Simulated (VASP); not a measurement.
Data:

```
CELL_PARAMETERS angstrom
      2.79997     0.00000     0.00000
      0.00000     2.79997     0.00000
      0.00000     0.00000     4.02964
ATOMIC_POSITIONS crystal
  Ti 0.00000 0.00000 0.00000
  Al 0.50000 0.50000 0.50000
```

Calculation: PBEsol GGA, VASP's PBE PAW potentials (set 64) (plane waves; VASP). Run with 500 eV cut-off, 13×13×9 Γ-centred mesh, first-order Methfessel-Paxton smearing of 0.10 eV, potentials Ti_sv Al.

Energy and stress use the plane-wave basis of the starting cell.

Q: The ions, cell shape and volume at an external pressure of 5.0 GPa are relaxed. Which structure does the run end with?

A: 
```
CELL_PARAMETERS angstrom
      2.76338     0.00000     0.00000
      0.00000     2.76338     0.00000
      0.00000     0.00000     3.97769
ATOMIC_POSITIONS crystal
  Ti 0.00000 0.00000 0.00000
  Al 0.50000 0.50000 0.50000
```
Space group P4/mmm (123), at a tolerance of 0.03 Å.

Q: How do energy and volume change from the first to the last step?

A: The energy (σ→0) changes by +8.9 meV/atom and the volume by -3.9 %, in 3 ionic steps.

The compound is TiAl in the L1_0 structure. This run relaxes it under an external pressure of 5 GPa. Symmetry was kept, so distortions that lower it aren't found. The electron count is odd and the run is not spin-polarised, which forces a metal.
